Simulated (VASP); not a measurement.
Shape and ions are relaxed at each volume.

Input:

```cif
data_In
_chemical_formula_sum 'In1'
_space_group_name_H-M_alt 'P 1'
_space_group_IT_number 1
_cell_length_a 3.37491
_cell_length_b 3.37491
_cell_length_c 3.37491
_cell_angle_alpha 123.593
_cell_angle_beta 123.593
_cell_angle_gamma 83.881
loop_
_space_group_symop_operation_xyz
  'x, y, z'
loop_
_atom_site_label
_atom_site_type_symbol
_atom_site_fract_x
_atom_site_fract_y
_atom_site_fract_z
_atom_site_occupancy
In1 In 0.00000 0.00000 0.00000 1
```

The numbers are results of PBEsol GGA, VASP's PBE PAW potentials (set 64) (plane waves; VASP), not measurements. Settings: 520 eV cut-off, 16×16×16 Γ-centred mesh, first-order Methfessel-Paxton smearing of 0.10 eV, potentials In_d.

**Question.** Give the energy at these volumes per atom, relative to the lowest: 23.96, 24.72, 25.49, 26.25, 27.02 Å³.

**Answer.** 16.0, 4.0, 0.0, 2.6, 10.7 meV/atom. A third-order Birch-Murnaghan fit gives B0 = 45.5 GPa and B0′ = 5.4.

Measured: bulk modulus 44.7 GPa at 0 K (computed value off by +1.7 %), as given by K. Lejaeghere et al., Critical reviews in solid state and materials sciences/CRC critical reviews in solid state and materials sciences (2013), arXiv:1204.2733 [extrapolated to 0 K and zero-point effects removed (source: thermally corrected experimental values)].

The compound is In in the bct structure. It was relaxed first.
